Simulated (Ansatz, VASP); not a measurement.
# Cross-check of TaSi between VASP and Ansatz, part 2 of 2

Aim: how closely do two programs agree when they are given the same cell, functional and k mesh? The cell is invented: As first built, before any earlier steps moved the atoms (in the runner's words): it takes the TaC structure with some of its atoms replaced by other elements, volume scaled by an estimate. It may not be a known or stable phase. The cell is taken from a series of VASP runs on this material, whose earlier steps may have relaxed, scaled or displaced it; both programs get it as it stands.

VASP 6.6.1 and Ansatz 0.2.0.

So far. Step 2 (VASP: band structure, HSE03): The k-mesh is coarse for exact exchange; levels may shift by about 0.1 eV on a finer one.

## (3) Ansatz: band structure, HSE03

Level of this step: Ansatz beside VASP: Kohn-Sham DFT, plane waves, HSE03 (Ansatz).

Ansatz runs on its default PAW (the set named soft_2) files.

The same cell, functional, mesh and smearing now go to Ansatz, which takes its cutoff from its data sets.

Contents of input.yaml:

```yaml
crystal:
  lattice:
    - [0.0, 2.5749683672, 2.5749683672]
    - [2.5749683672, 0.0, 2.5749683672]
    - [2.5749683672, 2.5749683672, 0.0]
  atoms:
    - { symbol: Ta, position: [0.0, 0.0, 0.0] }
    - { symbol: Si, position: [0.5, 0.5, 0.5] }
hamiltonian:
  xc: { exchange: pbe, correlation: pbe, exx: { coeff: 0.25, omega: 0.3 } }
  pseudopotentials: { kind: paw }
kpoints:
  mp_grid: { grid: [5, 5, 5] }
  band_path:
    path:
      - [0.0, 0.0, 0.0]
      - [0.5, 0.0, 0.5]
      - [0.5, 0.22222, 0.72222]
      - [0.40278, 0.34722, 0.75]
      - [0.125, 0.125, 0.25]
      - [0.27778, 0.27778, 0.27778]
      - [0.55556, 0.38889, 0.55556]
      - [0.58333, 0.25, 0.66667]
      - [0.5, 0.30556, 0.69444]
      - [0.48611, 0.48611, 0.52778]
      - [0.625, 0.25, 0.625]
      - [0.5, 0.0, 0.5]
    npoints: 1
scf:
  occupations: { method: gaussian, width: 0.02 }
  n_extra_bands: 7
output:
  forces: true
  stress: true
  eigenvalues: true
```

The run is started by

```sh
ansatz run input.yaml --threads 4 --pin off --max-ram 9216MiB --backend cpu --events-out ev --progress --plain --runs-dir out
```

Numbers of over 12 decimals in the logs are rounded to 6 here.

Log:

```text
Warning: output.stress: scf.convergence.dr2_threshold = 1e-7 eV (the SCF's general default) is looser than the 2e-10 eV advised for a printed stress (1e-10 eV for each atom of the cell: 2). What an SCF threshold leaves in a stress goes as its square root, and in the free energy as the threshold itself, and one threshold admits the most on a small cell: [figures from the program's tests cut] Set scf.convergence.dr2_threshold to 2e-10 eV or tighter. The threshold is an SCF's pass mark: one that does not reach it within its budget of iterations ends unconverged, or closes short of it on a stop that the run arms, and scf.convergence.dr2_threshold's page says what that costs each kind of run
Warning: output.stress: scf.exx.energy_threshold = 1e-6 eV is looser than the 2e-8 eV advised for a stress under a hybrid functional (1e-8 eV for each atom of the cell: 2). Every SCF of the exchange loop can meet its threshold on dr2 while the loop round them stops early: no threshold on dr2 bounds what that leaves in the stress. Set scf.exx.energy_threshold to 2e-8 eV or tighter. The threshold is the loop's pass mark: a loop that does not reach it within its budget of cycles ends unconverged, and scf.exx.energy_threshold's page has the law
scf.n_extra_bands = 7 over 9 filled bands (N_el = 17.0): the run solves 16 bands
Engine: ansatz 0.2.0, aarch64-unknown-linux-gnu
Pseudopotentials: kind: paw
Pseudopotential: Ta, paw, valence charge 13, recommended cutoff 420 eV (normal), Ta.paw.azcp
Pseudopotential: Si, paw, valence charge 4, recommended cutoff 420 eV (normal), Si.paw.azcp
Functional definition: unnamed
  parameter a_1 = 0.25
  parameter omega_1 = 0.3/angstrom
  exchange = pbe_x + (-a_1)*pbe_x_sr(omega_1) + a_1*exact_x_sr(omega_1)
  correlation = pbe_c
Crystal: 2 atoms, lattice volume = 34.146 Å³
Basis set: ecut = 420 eV, 645 PW (Γ), exchange–correlation on 50×50×50 points (8 copies of the dense FFT grid, shifted against one another)
Bands: 16, of which v1, the nominal top of the filled ones, is band 9 counted from 1 (8 counted from 0)
Symmetry: 48 space group operations
Space group: Fm-3m (ITA 225), of the structure as read, at distance tolerance 3.2e-5 Å
k-points: 10 of 125
Non-local potential: Ta, projectors of the file, l = 0: 3, l = 1: 2, l = 2: 2, l = 3: 1
Non-local potential: Si, projectors of the file, l = 0: 2, l = 1: 2, l = 2: 2
PAW form: soft (Blöchl's): semilocal exchange-correlation on the pseudo side does not see the compensation charge
PAW frozen core: Ta, regenerated for the run's functional, and the local potential with it (the file was generated under x = pbe(κ = 0.804, μ = 0.219515), c = pbe(β = 0.066725))
PAW frozen core: Si, regenerated for the run's functional, and the local potential with it (the file was generated under x = pbe(κ = 0.804, μ = 0.219515), c = pbe(β = 0.066725))
PAW one-centre angular grid: Ta, 590 points (default); XC on 64 Gauss nodes
PAW one-centre angular grid: Si, 110 points (default); XC on 64 Gauss nodes
Initial density: superposition of atomic densities (neutral atoms: chi_scale 0, normalization atom), corrected by the library's trained network
Initial wavefunctions: pseudopotential atomic-orbital guess
Functional: x = pbe(κ = 0.804, μ = 0.219515), c = pbe(β = 0.066725), warm-up for x = pbe(κ = 0.804, μ = 0.219515) + 0.25 (exact − pbe) at short range (hse, ω = 0.3 Å⁻¹), c = pbe(β = 0.066725)
SCF iter   1: F=—  HF=-10568.208356 eV  |F-HF|=—  |Δ(HF+E_count)|=         —  Δρ=1.33e-2  dr2=1.13e-1  ethr=1.77e-3  ⟨swp⟩=8.8  Hψ=733  notcnv=0
preconditioner: auto → none  [insulator: Δε(μ)=0.224 eV  Ē_g=9.900 eV  σ=0.020 eV  W_gap=0.91  n_scr=8 (ndim 8)  ℏωp=19.1 eV  f_vac=0.000  D(μ)=7.20/eV (n_scr^D=136)]
SCF iter   2: F=—  HF=-10568.181436 eV  |F-HF|=—  |Δ(HF+E_count)|=   2.69e-2  Δρ=6.60e-3  dr2=2.72e-2  ethr=6.65e-4  ⟨swp⟩=2.9  Hψ=329  notcnv=0
iter 3 solved again at ethr=1.03e-6 eV; its pass at ethr=1.60e-4 eV (dr2=1.76e-4 eV) is discarded
SCF iter   3: F=—  HF=-10568.173527 eV  |F-HF|=—  |Δ(HF+E_count)|=   7.91e-3  Δρ=8.52e-4  dr2=1.88e-4  ethr=1.03e-6  ⟨swp⟩=3.0  Hψ=705  notcnv=0
SCF iter   4: F=—  HF=-10568.173508 eV  |F-HF|=—  |Δ(HF+E_count)|=   1.86e-5  Δρ=1.58e-4  dr2=4.20e-6  ethr=1.03e-6  ⟨swp⟩=2.1  Hψ=250  notcnv=0
SCF iter   5: F=—  HF=-10568.173507 eV  |F-HF|=—  |Δ(HF+E_count)|=   1.56e-6  Δρ=1.85e-5  dr2=4.18e-8  ethr=2.47e-8  ⟨swp⟩=3.3  Hψ=335  notcnv=0
SCF iter   6: F=—  HF=-10568.173507 eV  |F-HF|=—  |Δ(HF+E_count)|=   3.19e-8  Δρ=1.91e-6  dr2=9.83e-10  ethr=2.46e-10  ⟨swp⟩=3.0  Hψ=295  notcnv=0
SCF iter   7: F=-10568.173507 eV  HF=-10568.173507 eV  |F-HF|=2.91e-11  |Δ(HF+E_count)|=  3.17e-10  Δρ=4.34e-7  dr2=6.08e-11  ethr=5.78e-12  ⟨swp⟩=3.0  Hψ=322  notcnv=0
SCF 1 converged in 7 iterations: F = -10568.173507 eV  dr2 = 6.08e-11
  greatest PAW one-centre occupation: 0.998 electrons in one spin orbital (limit 2), on the Ta atom at site 0 (counted from 0), in its partial waves of l = 0
Initial density: handed on by an earlier stage of this run
Initial wavefunctions: those handed on with the density
Functional: x = pbe(κ = 0.804, μ = 0.219515) + 0.25 (exact − pbe) at short range (hse, ω = 0.3 Å⁻¹), c = pbe(β = 0.066725)
Exchange kernel: α = 0.2500, screened, ω = 0.3000 Å⁻¹, Wigner–Seitz truncation, v(0) = 502.6085 eV·Å³, q-mesh 5×5×5, nearest image of the exchange supercell L = 18.21 Å, pair-density grid 15×15×15, without the augmentation charges, whose exchange is taken in its separable form by FFT convolution over the k-point mesh (sized by the pseudopotential files, 20×20×20 at the most), smooth part of the exact exchange by density-matrix convolution
Frozen-core exchange: fock
iter 1 solved again at ethr=9.71e-5 eV; its pass at ethr=1.00e-1 eV (dr2=1.65e-2 eV) is discarded
SCF iter   1: F=—  HF=-10569.210259 eV  |F-HF|=—  |Δ(HF+E_count)|=         —  Δρ=5.95e-3  dr2=1.83e-2  ethr=9.71e-5  ⟨swp⟩=3.8  Hψ=705  notcnv=0
preconditioner: auto → none  [insulator: Δε(μ)=0.148 eV  Ē_g=10.876 eV  σ=0.020 eV  W_gap=0.85  n_scr=8 (ndim 8)  ℏωp=19.1 eV  f_vac=0.000  D(μ)=6.22/eV (n_scr^D=112)]
SCF iter   2: F=—  HF=-10569.205163 eV  |F-HF|=—  |Δ(HF+E_count)|=   5.10e-3  Δρ=1.89e-3  dr2=1.13e-3  ethr=9.71e-5  ⟨swp⟩=3.1  Hψ=413  notcnv=0
SCF iter   3: F=—  HF=-10569.204768 eV  |F-HF|=—  |Δ(HF+E_count)|=   3.95e-4  Δρ=8.65e-4  dr2=1.54e-4  ethr=6.39e-6  ⟨swp⟩=3.0  Hψ=284  notcnv=0
SCF iter   4: F=—  HF=-10569.204740 eV  |F-HF|=—  |Δ(HF+E_count)|=   2.71e-5  Δρ=3.06e-4  dr2=1.79e-5  ethr=8.29e-7  ⟨swp⟩=2.6  Hψ=258  notcnv=0
SCF iter   5: F=-10569.204739 eV  HF=-10569.204739 eV  |F-HF|=2.00e-7  |Δ(HF+E_count)|=   1.47e-6  Δρ=5.07e-5  dr2=4.84e-7  ethr=9.46e-8  ⟨swp⟩=3.0  Hψ=295  notcnv=0
SCF 2 stopped early in 5 iterations: F = -10569.204739 eV  dr2 = 4.84e-7
  greatest PAW one-centre occupation: 0.997 electrons in one spin orbital (limit 2), on the Ta atom at site 0 (counted from 0), in its partial waves of l = 0
hybrid outer 1: dexx = +2.125e-3 eV, tail = 7.07e-6 eV
Exchange kernel: α = 0.2500, screened, ω = 0.3000 Å⁻¹, Wigner–Seitz truncation, v(0) = 502.6085 eV·Å³, q-mesh 5×5×5, nearest image of the exchange supercell L = 18.21 Å, pair-density grid 15×15×15, without the augmentation charges, whose exchange is taken in its separable form by FFT convolution over the k-point mesh (sized by the pseudopotential files, 20×20×20 at the most), smooth part of the exact exchange by density-matrix convolution
Frozen-core exchange: fock
SCF iter   1: F=—  HF=-10569.204782 eV  |F-HF|=—  |Δ(HF+E_count)|=         —  Δρ=7.64e-5  dr2=7.07e-7  ethr=2.08e-7  ⟨swp⟩=4.2  Hψ=459  notcnv=0
preconditioner: auto → none  [insulator: Δε(μ)=0.101 eV  Ē_g=10.852 eV  σ=0.020 eV  W_gap=0.85  n_scr=8 (ndim 8)  ℏωp=19.1 eV  f_vac=0.000  D(μ)=6.21/eV (n_scr^D=112)]
SCF iter   2: F=—  HF=-10569.204782 eV  |F-HF|=—  |Δ(HF+E_count)|=   2.27e-7  Δρ=3.53e-5  dr2=1.46e-7  ethr=4.10e-9  ⟨swp⟩=2.3  Hψ=254  notcnv=0
SCF iter   3: F=—  HF=-10569.204782 eV  |F-HF|=—  |Δ(HF+E_count)|=   6.37e-8  Δρ=4.98e-6  dr2=1.58e-8  ethr=8.55e-10  ⟨swp⟩=3.1  Hψ=293  notcnv=0
SCF iter   4: F=-10569.204782 eV  HF=-10569.204782 eV  |F-HF|=2.47e-10  |Δ(HF+E_count)|=   5.73e-9  Δρ=1.42e-6  dr2=4.36e-10  ethr=8.71e-11  ⟨swp⟩=3.1  Hψ=294  notcnv=0
SCF 3 converged in 4 iterations: F = -10569.204782 eV  dr2 = 4.36e-10
  Residual-converged pass: ⟨swp⟩=3.0  Hψ=278  notcnv=0  max |occ|·‖R‖ = 2.4e-6 eV (tolerance 2.4e-6 eV)  dr2=4.57e-10  dr2_onsite=4.19e-11  max |Δocc| = 2.2e-16
hybrid outer 2: dexx = +1.830e-7 eV, tail = 5.78e-9 eV, Δε = 8.93e-4 eV (about 2.48e-5 eV left of the loop's levels)
NSCF: frozen V_eff on 12 k-points
hybrid SCF converged: 2 outer / 9 inner (+7 warm-up), last move |dexx| = 1.83e-7 eV, tail = 5.78e-9 eV
Stability not checked: this state was not tested for a lower state beside it, because the functional holds exact exchange (a hybrid, or Hartree-Fock), whose exchange loop this test does not read (fock_operator; see scf.lower_state_search)
Free energy (F): -10569.204782 eV
Frozen-core exchange: fock
Harris-Foulkes:  -10569.204782 eV  (|F-HF|=2.47e-10)
Internal energy: -10569.203539 eV  (E = F + TS)
E sigma→0 (E₀):  -10569.204161 eV
Entropy (-TS):   -0.001243 eV (-0.621 meV/atom)
Fermi energy:    14.228580 eV
--- Per-component energies (eV) ---
  E_band       = -164.628591
  E_kinetic    = 405.151678
  E_local      = -750.943555  (includes V_loc(G=0)·N_el)
  E_nonlocal   = 42.718933
  E_hartree    = 265.303958
  E_xc         = -223.029229
  E_vxc        = -203.379412  (∫ρ·V_xc dr)
  E_exx        = -38.602099  (= α·E_x^exact, valence–valence)
  E_paw        = -8922.130261  (= ΣΔE_a)
  E_vpaw       = -111.579954  (= ΣTr[D̂ρ^β])
  E_aug_tail   = 0.000127  (compensation charges beyond the density's cutoff)
  E_ewald      = -1344.260752
  E_core_change = -3.412340  (= ΣΔE_core)
  E_smearing   = -0.001243  (= −TS)
  E_closure    = 0.000001  (closes the sum)
  Σ components = -10569.204782   (vs F -10569.204782, Δ=0.00e0)
--- Forces (eV/Å), atoms counted from 1 ---
  atom   1  Ta    -0.00000000     0.00000000     0.00000000
  atom   2  Si    -0.00000000    -0.00000000    -0.00000000
  max |Σ_I F_I| component: 1.40e-30 eV/Å
--- Stress (GPa, compression-positive) ---
       -2.681991       0.000000       0.000000
        0.000000      -2.681991      -0.000000
       -0.000000       0.000000      -2.681991
  P = ⅓ Tr σ = -2.6820 GPa (-26.820 kbar)
--- Band table (eV; the first three rows and the last of 10) ---
  k-point 0: bands = [... 5 lower, 13.2251, 13.2251, 13.2251, 13.8719, 13.8719, 17.0065, 17.0065, 17.0065, ... 3 higher]
  k-point 1: bands = [... 5 lower, 11.5044, 12.2289, 12.2289, 14.1567, 14.1567, 16.5550, 19.4723, 19.4723, ... 3 higher]
  k-point 2: bands = [... 5 lower, 8.2858, 10.9537, 10.9537, 16.0562, 16.0562, 16.9506, 20.0352, 21.9749, ... 3 higher]
  k-point 9: bands = [... 5 lower, 9.2175, 10.3675, 11.2572, 15.5526, 16.0897, 17.1011, 17.9863, 19.8709, ... 3 higher]
```

Wall time 15 s (4 threads of Arm Neoverse V2, shared host); peak memory 0.7 GiB.

## (4) Comparison

Known differences besides the potentials themselves: exact exchange at q = 0 is treated differently, which shows on coarse meshes; VASP keeps PBE cores, Ansatz makes them for the functional; the data sets hold 17 valence electrons in Ansatz (default PAW (the set named soft_2) files) and 15 in VASP; the cutoff is 420 eV in Ansatz and 400 eV in VASP; VASP takes a coarser grid for exact exchange (PRECFOCK = Fast). Total energies have different zeros and are not compared.

Levels from 3 eV below to 2 eV above the Fermi level differ by 10 meV r.m.s. and 20 meV at most; each VASP level is matched to the nearest of Ansatz, which flatters the figure a little.

## (5) Results

| Item | Value |
| --- | --- |
| r.m.s. difference of levels near the Fermi level (band structure, HSE03) | 9.7 meV |

In words: The r.m.s. difference of levels near the Fermi level is 9.7 meV (band structure, HSE03), within the 80 meV picked in this series as the mark of a large difference. How closely two codes agree says nothing of how well the functional describes the real material.

[Lines on the potential files, build, host, timing and source positions are cut from VASP's logs without a mark.]

[Logs are printed without paths, hosts, clocks, repeated set-up lines and the standing remarks that a program may print on its own settings, such as how far it seeks lower states.]

[Hosts, paths, dates, database ids (printed as entryN), source tags and the programs' standing remarks are cut or masked in the printed files.]
